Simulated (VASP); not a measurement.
Output of a VASP run:

OSZICAR:
```
       N       E                     dE             d eps       ncg     rms          rms(c)
DAV:   1     0.691017772638E+04    0.69102E+04   -0.21769E+05  1376   0.181E+03
DAV:   2     0.132537775021E+04   -0.55848E+04   -0.54212E+04  1376   0.497E+02
DAV:   3    -0.369678805803E+02   -0.13623E+04   -0.12659E+04  1512   0.200E+02
DAV:   4    -0.193384818663E+03   -0.15642E+03   -0.15371E+03  1592   0.682E+01
DAV:   5    -0.197679107425E+03   -0.42943E+01   -0.42710E+01  1520   0.106E+01    0.279E+01
RMM:   6    -0.188620336862E+03    0.90588E+01   -0.26131E+01  1376   0.108E+01    0.211E+01
RMM:   7    -0.187890851877E+03    0.72948E+00   -0.10310E+01  1376   0.584E+00    0.646E+00
RMM:   8    -0.188046726488E+03   -0.15587E+00   -0.17712E+00  1395   0.227E+00    0.296E+00
RMM:   9    -0.187973067236E+03    0.73659E-01   -0.30728E-01  1377   0.131E+00    0.129E+00
RMM:  10    -0.187965281655E+03    0.77856E-02   -0.92617E-02  1376   0.492E-01    0.444E-01
RMM:  11    -0.187966132345E+03   -0.85069E-03   -0.16628E-02  1423   0.244E-01    0.193E-01
RMM:  12    -0.187966675620E+03   -0.54327E-03   -0.34814E-03  1378   0.113E-01    0.990E-02
RMM:  13    -0.187966821997E+03   -0.14638E-03   -0.84012E-04  1400   0.502E-02    0.442E-02
RMM:  14    -0.187966793141E+03    0.28856E-04   -0.17623E-04  1384   0.225E-02    0.270E-02
RMM:  15    -0.187966805766E+03   -0.12625E-04   -0.11494E-04  1079   0.159E-02    0.248E-02
RMM:  16    -0.187966799857E+03    0.59088E-05   -0.28799E-05   944   0.974E-03
   1 F= -.18796680E+03 E0= -.18796680E+03  d E =-.187967E+03  mag=     1.0000
       N       E                     dE             d eps       ncg     rms          rms(c)
DAV:   1    -0.187967844183E+03   -0.10384E-02   -0.22295E-01  1472   0.831E-01    0.941E-02
RMM:   2    -0.187968084441E+03   -0.24026E-03   -0.27276E-03  1376   0.914E-02    0.309E-02
RMM:   3    -0.187968113610E+03   -0.29169E-04   -0.36194E-04  1385   0.351E-02    0.246E-02
RMM:   4    -0.187968115362E+03   -0.17515E-05   -0.62034E-05  1118   0.162E-02
   2 F= -.18796812E+03 E0= -.18796812E+03  d E =-.131551E-02  mag=     1.0000
       N       E                     dE             d eps       ncg     rms          rms(c)
DAV:   1    -0.187968379844E+03   -0.26623E-03   -0.83167E-01  1432   0.161E+00    0.181E-01
RMM:   2    -0.187969215054E+03   -0.83521E-03   -0.95982E-03  1376   0.177E-01    0.612E-02
RMM:   3    -0.187969315130E+03   -0.10008E-03   -0.12454E-03  1380   0.668E-02    0.493E-02
RMM:   4    -0.187969320666E+03   -0.55356E-05   -0.20051E-04  1408   0.315E-02    0.369E-02
RMM:   5    -0.187969316757E+03    0.39093E-05   -0.57440E-05  1078   0.154E-02
   3 F= -.18796932E+03 E0= -.18796932E+03  d E =-.251690E-02  mag=     1.0000
```

**OUTCAR**
```
------------------------ aborting loop because EDIFF is reached ----------------------------------------
  FORCE on cell =-STRESS in cart. coord.  units (eV):
  Direction    XX          YY          ZZ          XY          YZ          ZX
  --------------------------------------------------------------------------------------
  Total       17.1010545     17.1398965     17.1907302     -1.5185961     -1.6699950      1.4712000
  in kB       18.0975734     18.1386788     18.1924746     -1.6070883     -1.7673096      1.5569303
  external PRESSURE =      18.1429089 kB  Pullay stress =       0.0000000 kB
  volume of cell :     1513.96
      direct lattice vectors                 reciprocal lattice vectors
    11.482533192  0.000000000  0.000000000     0.087088797  0.000000000  0.000000000
     0.000000000 11.482533192  0.000000000     0.000000000  0.087088797  0.000000000
     0.000000000  0.000000000 11.482533192     0.000000000  0.000000000  0.087088797
  FREE ENERGIE OF THE ION-ELECTRON SYSTEM (eV)
  ---------------------------------------------------
  free  energy   TOTEN  =      -187.9693167567 eV

  energy  without entropy=     -187.9693167567  energy(sigma->0) =     -187.96931676

 total charge

# of ion       s       p       d       tot
------------------------------------------
    1        0.533   0.429   9.783  10.745
    2        0.527   0.422   9.783  10.733
    3        0.527   0.422   9.783  10.732
    4        0.529   0.421   9.783  10.733
    5        0.527   0.422   9.783  10.732
    6        0.530   0.420   9.783  10.733
    7        0.527   0.422   9.783  10.733
    8        0.528   0.424   9.783  10.735
    9        0.530   0.422   9.783  10.735
   10        0.530   0.422   9.783  10.735
   11        0.530   0.420   9.783  10.733
   12        0.530   0.428   9.786  10.744
   13        0.527   0.423   9.783  10.733
   14        0.533   0.428   9.783  10.744
   15        0.528   0.424   9.783  10.735
   16        0.527   0.422   9.783  10.732
   17        0.532   0.429   9.784  10.744
   18        0.532   0.429   9.784  10.745
   19        0.533   0.428   9.783  10.744
   20        0.530   0.423   9.783  10.736
   21        0.530   0.422   9.783  10.734
   22        0.527   0.422   9.783  10.732
   23        0.531   0.427   9.786  10.744
   24        0.531   0.428   9.786  10.745
   25        0.528   0.424   9.783  10.734
   26        0.530   0.420   9.783  10.733
   27        0.532   0.429   9.784  10.745
   28        0.528   0.423   9.783  10.733
   29        0.531   0.423   9.783  10.737
   30        0.530   0.422   9.783  10.735
   31        0.527   0.422   9.783  10.732
   32        1.441   2.418   0.027   3.885
   33        1.441   2.418   0.027   3.885
   34        1.441   2.425   0.027   3.893
   35        1.440   2.423   0.027   3.889
   36        1.440   2.422   0.027   3.889
   37        1.440   2.422   0.027   3.889
   38        1.440   2.423   0.027   3.889
   39        1.441   2.421   0.026   3.888
   40        1.461   2.347   0.032   3.840
   41        1.441   2.422   0.026   3.888
   42        1.440   2.422   0.027   3.888
   43        1.440   2.422   0.027   3.888
   44        1.440   2.421   0.026   3.887
   45        1.439   2.427   0.028   3.894
   46        1.439   2.428   0.028   3.895
   47        1.440   2.422   0.027   3.888
   48        1.452   2.413   0.027   3.892
...
```
(Selected blocks of OUTCAR.)

**POSCAR**
```
Zn31Se33
1
   11.4825331920     0.0000000000     0.0000000000
    0.0000000000    11.4825331920     0.0000000000
   -0.0000000000    -0.0000000000    11.4825331920
Zn Se
31 33
Direct
  0.5005958003   0.0000795955   0.0000952859
  0.7497698860   0.2502328472   0.9996989253
  0.7498091211   0.0001218227   0.2498021468
  0.9999947850   0.0002099658   0.9999902300
  0.2499620038   0.2508327385   0.0002723147
  0.5005147993   0.4996438869   0.0008311043
  0.7497893884   0.7504136810   0.0000050676
  0.2492389402   0.0005601117   0.2491163536
  0.4933288567   0.2488165371   0.2444003374
  0.7519587752   0.5079923897   0.2438209441
  0.5004595977   0.9994402090   0.5005016995
  0.7535602855   0.2467834588   0.5012101565
  0.7498423330   0.0005859766   0.7498109740
  0.9994007761   0.4999975999   0.0000825720
  0.2491070723   0.7510897402   0.9999087618
  0.0003809797   0.2508180494   0.2502808833
  0.2508749050   0.5108140564   0.2503386005
  0.4897663356   0.7499424121   0.2504040608
  0.9992687196   0.9999913139   0.5001597108
  0.2431893792   0.2479897920   0.4930950387
  0.7512486154   0.7555720861   0.4926106216
  0.2498799122   0.9999073246   0.7494696271
  0.5010116009   0.2453298744   0.7549293859
  0.7538107593   0.4988887425   0.7536517157
  0.0002219586   0.7513750642   0.2489053445
  0.0014703102   0.4995828596   0.5006704881
  0.2507207460   0.7498911250   0.4892782724
  0.9996445794   0.2502709002   0.7498772130
  0.2428942519   0.5075145418   0.7525883680
  0.4927769865   0.7560741019   0.7516403070
  0.0002714247   0.7501553701   0.7492412731
  0.6248498255   0.1256853742   0.1249546088
  0.8742251881   0.3752545273   0.1251322248
  0.8760912517   0.1241064220   0.3745547517
  0.1244354164   0.1260589253   0.1245021741
  0.3717074940   0.3781669344   0.1247120868
  0.6220671495   0.6289177202   0.1245154283
  0.8743393626   0.8756558231   0.1245034432
  0.3747983621   0.1252125662   0.3748437546
  0.6366009838   0.3641182391   0.3629628328
  0.8756924746   0.6254176084   0.3747767151
  0.6248612975   0.1252711130   0.6249780123
  0.8751086584   0.3753477737   0.6248483754
  0.8748471179   0.1251520542   0.8749581720
  0.1223880997   0.6265631721   0.1224732101
  0.3736867801   0.8777528037   0.1225447045
  0.1251741868   0.3783216766   0.3715574705
  0.3744336150   0.6262368546   0.3738180419
  0.6219736334   0.8756479411   0.3714130349
  0.1242291326   0.1251504615   0.6249558005
  0.3612777805   0.3618652113   0.6387030132
  0.5396532644   0.4578651527   0.5421978056
  0.6360704890   0.6366563834   0.6364790750
  0.8738931477   0.8748509170   0.6247416768
  0.3740908219   0.1230995541   0.8770228023
  0.6249398341   0.3751282453   0.8750209257
  0.8762078853   0.6256131504   0.8761031357
  0.1224945821   0.8779233485   0.3736011579
  0.1250647701   0.6289057908   0.6218792212
  0.3716348733   0.8755431865   0.6219471212
  0.1242565847   0.3752358673   0.8749525925
  0.3746972171   0.6254460199   0.8752964487
  0.6248005858   0.8752136024   0.8743925857
  0.1244912493   0.8755904047   0.8742238119
```

Q: Write an INCAR and KPOINTS that could have produced this output.

A: This is not unique; one that fits is the input of the run itself, PBE GGA, plane waves, VASP's PBE PAW potentials (set 64).

**INCAR**
```
SYSTEM = Zn31Se33
LMAXMIX = 4   # l cut-off of mixed one-centre charges
MAGMOM = 64*0.0156
LCHARG = .FALSE.
ENCUT = 400   # plane-wave cut-off (eV)
LORBIT = 10
NELM = 100   # most electronic steps
NELMIN = 4
NUPDOWN = 1
IBRION = 2
ISMEAR = 0
NSW = 120   # most ionic steps
ISPIN = 2   # spin-polarised
GGA = PE   # PBE
NELECT = 571.0
ALGO = Fast   # Davidson, then RMM-DIIS
LWAVE = .FALSE.
ISYM = 0
PREC = Normal
EDIFFG = -0.03
SIGMA = 0.05   # width (eV)
LREAL = Auto   # projection in real space or not
LASPH = .TRUE.   # aspherical one-centre terms
ISIF = 2   # forces and stress, cell fixed
EDIFF = 1E-5   # SCF stop (eV)
```

### KPOINTS
```
Automatic
0
G
1 1 1
0 0 0
```

POTCAR, in this order: Zn Se (PBE.64 set). Program: vasp_gam.

The cell is charged, with a uniform compensating background. The supercell is sampled at Γ alone, which is coarse: total energies, pressure and levels can be off, energies of defects by several tenths of an eV.

The cell is a supercell with a defect, built from ZnSe (zinc blende): Se_Zn, charge -1.
